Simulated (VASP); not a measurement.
CoSi2 (fluorite) is relaxed at rising pressure, each step from the one before. Symmetry mostly holds the structure type, and other phases were not tried. The mesh follows the cell, and a change of mesh leaves a small step in the series.

Here is the system:

```xyz
3
Lattice="0.0000 2.6377 2.6377 2.6377 0.0000 2.6377 2.6377 2.6377 0.0000" Properties=species:S:1:pos:R:3 pbc="T T T"
Co     0.0000     0.0000     0.0000
Si     1.3188     1.3188     1.3188
Si     3.9565     3.9565     3.9565
```

Level of theory: LDA (Ceperley-Alder, Perdew-Zunger), VASP's LDA PAW potentials (set 64) (plane waves; VASP). Settings: 500 eV cut-off, 10×10×10 Γ-centred mesh, first-order Methfessel-Paxton smearing of 0.10 eV, potentials Co Si.

Energy and stress use the plane-wave basis of the starting cell.

```csv
P (GPa),V (Å³/atom),H − H(0) (eV/atom),space group,gap on the mesh (eV),k-mesh
0,12.23,0.000,Fm-3m,0.00,10×10×10
5,11.96,0.377,Fm-3m,0.00,10×10×10
10,11.71,0.747,Fm-3m,0.00,10×10×10
20,(withheld),(withheld),Fm-3m,0.00,10×10×10
30,10.92,2.156,Fm-3m,0.00,10×10×10
45,(withheld),(withheld),Fm-3m,0.00,11×11×11
```

Task: Fill in the missing entries.

Result: 
- 45, V (Å³/atom): 10.47
- 45, H − H(0) (eV/atom): 3.155
- 20, V (Å³/atom): 11.28
- 20, H − H(0) (eV/atom): 1.464

Pressures at which the relaxation failed are left out.

The compound is CoSi2 in the fluorite structure. The run is not spin-polarised, so no magnetic state was tried. The electron count is odd and the run is not spin-polarised, which forces a metal.
